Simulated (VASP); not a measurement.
The input files of a VASP run:

### POSCAR
```
Y
1
    1.8159414324    -3.1453030964     0.0000000000
    1.8159414324     3.1453030964     0.0000000000
    0.0000000000     0.0000000000     5.5822965011
Y
2
Direct
  0.3333330000   0.6666670000   0.2500000000
  0.6666670000   0.3333330000   0.7500000000
```

KPOINTS:
```
Automatic mesh
0
Gamma
13 13 8
0 0 0
```

### INCAR
```
! general
SYSTEM  =Y
PREC    =Accurate
ENCUT   =520
LREAL   =.FALSE.
LASPH   =.TRUE.

! electronic loop
EDIFF   =1E-7
NELM    =100
ALGO    =Normal
LMAXMIX =4

! smearing
ISMEAR  =-5

! functional
GGA     =BO
LUSE_VDW=.TRUE.
AGGAC   =0.0
PARAM1  =0.1833333333
PARAM2  =0.22

! ions
ISIF    =2

! output
LWAVE   =.FALSE.
LCHARG  =.TRUE.
LORBIT  =11
NEDOS   =601
```

POTCAR, in this order: Y_sv (PBE.64 set). Program: vasp_std.

Task: Write an equivalent input for Quantum ESPRESSO's pw.x.

Result: One equivalent input (not run):
```
&CONTROL
  calculation = 'scf'
  pseudo_dir = './pseudo'
  outdir = './out'
  tprnfor = .true.
  tstress = .true.
/
&SYSTEM
  ibrav = 0
  nat = 2
  ntyp = 1
  ecutwfc = 72
  occupations = 'tetrahedra'
  input_dft = 'vdw-df-obk8'
/
&ELECTRONS
  conv_thr = 7.3e-09
  electron_maxstep = 100
/
ATOMIC_SPECIES
  Y 88.906 Y.upf
CELL_PARAMETERS angstrom
     1.8159414   -3.1453031    0.0000000
     1.8159414    3.1453031    0.0000000
     0.0000000    0.0000000    5.5822965
ATOMIC_POSITIONS crystal
  Y    0.3333330  0.6666670  0.2500000
  Y    0.6666670  0.3333330  0.7500000
K_POINTS automatic
  13 13 8 0 0 0
```
The two are equivalent in intent, not identical: the potentials are each code's own (VASP's PAW set, PseudoDojo norm-conserving files in pw.x), so ENCUT and ecutwfc are chosen apart and not converted; conv_thr bounds pw.x's estimated SCF error, while EDIFF bounds the energy change between steps.

The compound is Y in the hcp structure. It was relaxed first.
